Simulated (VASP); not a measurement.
A convergence study with VASP on KF (rock salt): one setting is varied, all else stays as given below, so the limit is that of these other settings.

```
CELL_PARAMETERS angstrom
      0.00000     2.67500     2.67500
      2.67500     0.00000     2.67500
      2.67500     2.67500     0.00000
ATOMIC_POSITIONS crystal
  K  0.00000 0.00000 0.00000
  F  0.50000 0.50000 0.50000
```

All values below come from PBE GGA, VASP's PBE PAW potentials (set 64) (plane waves; VASP 6.6.1). The tightest run used: 700 eV cut-off, 14×14×14 Monkhorst-Pack mesh, Gaussian smearing of 0.050 eV, potentials K_sv F.

```csv
setting,E (eV/atom),pressure (GPa),irreducible k-points
1×1×1 mesh,-2.6734,22.59,1
2×2×2 mesh,-4.1531,1.08,2
3×3×3 mesh,-4.1475,1.24,4
```

Question: These are the cheaper rows. Estimate the results at 14×14×14 mesh, and how far the last row shown lies from them.

Answer: 
| quantity | tightest run | last row shown is off by |
|---|---|---|
| E (eV/atom) | -4.1479 | 0.0004 |
| pressure (GPa) | 1.23 | 0.01 |

Left out are rungs that failed or repeat a setting and relaxations that didn't move; long series are thinned to 24 rows.

The compound is KF in the rock salt structure. The cell was not relaxed at this level.
